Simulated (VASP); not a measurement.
Consider the following.

```
O2Si
1.0
    4.21598     0.00000     0.00000
    0.00000     4.21598     0.00000
    0.00000     0.00000     2.68780
Si O
2 4
Cartesian
  4.21598   4.21598   0.00000
  2.10799   2.10799   1.34390
  1.29122   1.29122   0.00000
  3.39921   0.81676   1.34390
  0.81676   3.39921   1.34390
  2.92475   2.92475   2.68780
```

Computed with PBE GGA with D3 dispersion (zero damping), VASP's PBE PAW potentials (set 64) (plane waves; VASP). Run with 520 eV cut-off, Gaussian smearing of 0.050 eV, potentials Si O.

What does the run give for the band gap (along the path) with the smallest direct gap where there is one?

```
Quantity                                Value
------------------------------------  -------
band gap (along the path)             5.16 eV
smallest direct gap (along the path)  5.16 eV
```

The absolute energy has meaning only against runs of the same code, potentials and settings.

The compound is SiO2 in the rutile structure, stishovite, a high-pressure form. It was relaxed first.
